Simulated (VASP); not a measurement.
Runs of VASP 6.6.1 on MgB2. The structure is hexagonal, space group P6/mmm (No. 191). The conventional cell has a = 3.085 Å, b = 3.085 Å, c = 3.523 Å, α = 90.00°, β = 90.00°, γ = 120.00°. Mg (site symmetry 6/mmm) is surrounded by 12 B at 2.51 Å. Around B (site symmetry -6m2) lie 3 B at 1.78 Å. 

```csv
level,potentials or basis,gap on the mesh (eV),pressure (GPa),relaxed volume (Å³/atom)
r2SCAN,"VASP PAW PBE potentials, release 64 (Mg, B)",none,0.0,9.52
PBE,"VASP PAW PBE potentials, release 64 (Mg, B)",none,0.0,(a)
LDA,"VASP PAW LDA potentials, release 64 (Mg, B)",none,0.0,(b)
PBEsol,"VASP PAW PBE potentials, release 64 (Mg, B)",none,-0.1,9.49
PBE+D3(BJ),"VASP PAW PBE potentials, release 64 (Mg, B)",none,0.0,9.29
```

Alike in all rows: task relaxation of cell and atoms; no spin polarisation; cell relaxed; k mesh 15 × 15 × 10; cutoff (eV) 600; smearing methfessel-paxton 0.1 eV.

Problem. Fill in the values left out.

Solution. (a) 9.61; (b) 9.16.

Caveats: the PAW data sets were made with another functional, which shifts forces and pressure a little (some runs); pairwise dispersion overbinds metals, which lowers pressure and volume (some runs).

A k mesh can miss the band edges.

A gap of «none» marks a metal or a gap under the smearing width.

Not every run made on this cell is shown here.
